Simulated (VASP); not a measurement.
As:

```
As
1.0
     1.88080    1.08588    3.51406
    -1.88080    1.08588    3.51406
     0.00000   -2.17176    3.51406
As
2
Cartesian
  0.0000 0.0000 8.1597
  0.0000 0.0000 2.3825
```

* Program: VASP 6.6.1
* Task: relaxation of cell and atoms
* Functional: LDA
* Potentials or basis: VASP PAW LDA potentials, release 64 (As)
* Cutoff: 520 eV
* k mesh: 12 × 12 × 12
* Occupations: gaussian, width 0.02 eV
* Spin: no spin polarisation

At the start: pressure -0.9 GPa; volume 21.53 Å³/atom.

How do energy, volume and symmetry change on relaxing?

Over 16 steps the energy falls by 14.8 meV/atom and the volume is 20.42 Å³/atom (-5.2 %); space group R-3m (No. 166, to 0.05 Å).

Step by step:
| step | energy change (eV) | largest force (eV/Å) | pressure (GPa) | volume (Å³) |
| --- | --- | --- | --- | --- |
| 1 | 0.0000 | 0.3337 | -0.88 | 43.06 |
| 2 | -0.0126 | 0.1896 | -0.47 | 42.32 |
| 3 | -0.0201 | 0.0525 | 0.55 | 40.98 |
| 4 | -0.0271 | 0.1445 | -0.15 | 40.88 |
| 5 | -0.0277 | 0.1731 | -0.45 | 40.83 |
| 6 | -0.0277 | 0.1658 | -0.38 | 40.84 |
| 7 | -0.0284 | 0.0721 | 0.79 | 40.41 |
| 8 | -0.0293 | 0.0326 | 0.26 | 40.60 |
| 9 | -0.0295 | 0.0178 | -0.13 | 40.83 |
| 10 | -0.0296 | 0.0211 | -0.04 | 40.78 |
| 11 | -0.0296 | 0.0032 | 0.04 | 40.79 |
| 12 | -0.0296 | 0.0094 | 0.06 | 40.79 |
| 13 | -0.0297 | 0.0012 | -0.03 | 40.86 |
| 14 | -0.0297 | 0.0010 | -0.03 | 40.86 |
| 15 | -0.0297 | 0.0020 | 0.02 | 40.83 |
| 16 | -0.0297 | 0.0017 | 0.00 | 40.84 |

Final structure:
```xyz
2
Lattice="1.8838 1.0876 3.3225 -1.8838 1.0876 3.3225 0.0000 -2.1752 3.3225" Properties=species:S:1:pos:R:3 pbc="T T T"
As    0.0000    0.0000    7.6660
As    0.0000    0.0000    2.3015
```
